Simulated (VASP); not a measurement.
These are PBE GGA, VASP's PBE PAW potentials (set 64) (plane waves; VASP) values and carry that method's errors.

A VASP calculation is set up with these files.

INCAR:
```
SYSTEM = Bi2Se3
PREC = Accurate
ENCUT = 520
EDIFF = 1E-7
NELM = 100
ALGO = Normal
LREAL = .FALSE.
LASPH = .TRUE.
ISMEAR = -5
GGA = PE
LMAXMIX = 4
LWAVE = .FALSE.
LCHARG = .TRUE.
LORBIT = 11
NEDOS = 601
ISIF = 2
LEFG = .TRUE.
```

File POSCAR:
```
Bi2Se3
1.0
 10.2892697426  -2.0940517208   0.0696410045
 10.2892697426   2.0940517208   0.0696410045
  9.8387340158   0.0000000000   3.6685541659
Bi Se
2 3
direct
  0.3968200349   0.3968200349   0.3968200349
  0.6031799651   0.6031799651   0.6031799651
  0.0000000000   0.0000000000   1.0000000000
  0.2186406377   0.2186406377   0.2186406377
  0.7813593623   0.7813593623   0.7813593623
```

File KPOINTS:
```
Automatic
0
Gamma
  7 7 7
```

POTCAR, in this order: Bi_d Se (PBE.64 set). Program: vasp_std.

Output of the run:

OSZICAR:
```
       N       E                     dE             d eps       ncg     rms          rms(c)
DAV:   1     0.465473704220E+03    0.46547E+03   -0.23094E+04  2464   0.173E+03
DAV:   2     0.352410749581E+02   -0.43023E+03   -0.41989E+03  2636   0.431E+02
DAV:   3    -0.184317832851E+02   -0.53673E+02   -0.51314E+02  3252   0.161E+02
DAV:   4    -0.210046222286E+02   -0.25728E+01   -0.25385E+01  2808   0.346E+01
DAV:   5    -0.211102691282E+02   -0.10565E+00   -0.10540E+00  3480   0.742E+00    0.502E+00
DAV:   6    -0.202119464290E+02    0.89832E+00   -0.23219E+00  2852   0.874E+00    0.310E+00
DAV:   7    -0.202249241780E+02   -0.12978E-01   -0.44174E-01  2812   0.311E+00    0.162E+00
DAV:   8    -0.202338837157E+02   -0.89595E-02   -0.71463E-02  3220   0.148E+00    0.523E-01
DAV:   9    -0.202331056157E+02    0.77810E-03   -0.12755E-02  3152   0.653E-01    0.163E-01
DAV:  10    -0.202334245305E+02   -0.31891E-03   -0.25931E-03  2736   0.273E-01    0.680E-02
DAV:  11    -0.202335397201E+02   -0.11519E-03   -0.44945E-04  3444   0.114E-01    0.403E-02
DAV:  12    -0.202335625275E+02   -0.22807E-04   -0.92171E-05  3140   0.614E-02    0.146E-02
DAV:  13    -0.202335629672E+02   -0.43977E-06   -0.23276E-05  3164   0.387E-02    0.457E-03
DAV:  14    -0.202335631920E+02   -0.22479E-06   -0.21491E-06  2784   0.848E-03    0.139E-03
DAV:  15    -0.202335633843E+02   -0.19228E-06   -0.53004E-07  2428   0.453E-03    0.992E-04
DAV:  16    -0.202335634080E+02   -0.23741E-07   -0.66757E-08  1684   0.164E-03
   1 F= -.20233563E+02 E0= -.20233563E+02  d E =0.000000E+00
```

File OUTCAR:
```
------------------------ aborting loop because EDIFF is reached ----------------------------------------
  FORCE on cell =-STRESS in cart. coord.  units (eV):
  Direction    XX          YY          ZZ          XY          YZ          ZX
  --------------------------------------------------------------------------------------
  Total        0.0574886      0.0597555      0.0597200     -0.0000000      0.0000000     -0.0002838
  in kB        0.5934050      0.6168039      0.6164373     -0.0000000      0.0000000     -0.0029292
  external PRESSURE =       0.6088821 kB  Pullay stress =       0.0000000 kB
  volume of cell :      155.22
      direct lattice vectors                 reciprocal lattice vectors
    10.289269743 -2.094051721  0.069641005     0.049492706 -0.238771562 -0.132735008
    10.289269743  2.094051721  0.069641005     0.049492706  0.238771562 -0.132735008
     9.838734016  0.000000000  3.668554166    -0.001879063  0.000000000  0.277626431
 POSITION                                       TOTAL-FORCE (eV/Angst)
 -----------------------------------------------------------------------------------
     12.07018      0.00000      1.51103         0.025552      0.000000      0.003199
     18.34709      0.00000      2.29681        -0.025552      0.000000     -0.003199
      0.00000      0.00000      0.00000        -0.000000      0.000000      0.000000
      6.65045      0.00000      0.83255         0.020478      0.000000      0.002564
     23.76682      0.00000      2.97529        -0.020478      0.000000     -0.002564
 -----------------------------------------------------------------------------------
    total drift:                               -0.000000      0.000000     -0.000000
  FREE ENERGIE OF THE ION-ELECTRON SYSTEM (eV)
  ---------------------------------------------------
  free  energy   TOTEN  =       -20.2335634080 eV

  energy  without entropy=      -20.2335634080  energy(sigma->0) =      -20.23356341

 total charge

# of ion       s       p       d       tot
------------------------------------------
    1        1.622   1.039   9.957  12.618
    2        1.622   1.039   9.957  12.618
    3        1.470   2.317   0.019   3.806
    4        1.485   2.264   0.018   3.767
    5        1.485   2.264   0.018   3.767
--------------------------------------------------
tot          7.683   8.923  19.970  36.576

 Electric field gradients after diagonalization (V/A^2)
 (convention: |V_zz| > |V_xx| > |V_yy|)
----------------------------------------------------------------------
 ion       V_xx      V_yy      V_zz     asymmetry (V_yy - V_xx)/ V_zz
----------------------------------------------------------------------
   1      -2.571    -2.571     5.142       0.000
   2      -2.571    -2.571     5.142       0.000
   3     -35.432   -35.432    70.864       0.000
   4      14.362    14.362   -28.724       0.000
   5      14.362    14.362   -28.724       0.000
```
(Selected blocks of OUTCAR.)

Without a dispersion term in the relaxation, distances and binding between the weakly bound layers, chains or molecules are unreliable, and so is what depends on them.

The compound is Bi2Se3 in the tetradymite structure. It was relaxed first, which changed the volume by +10 %.
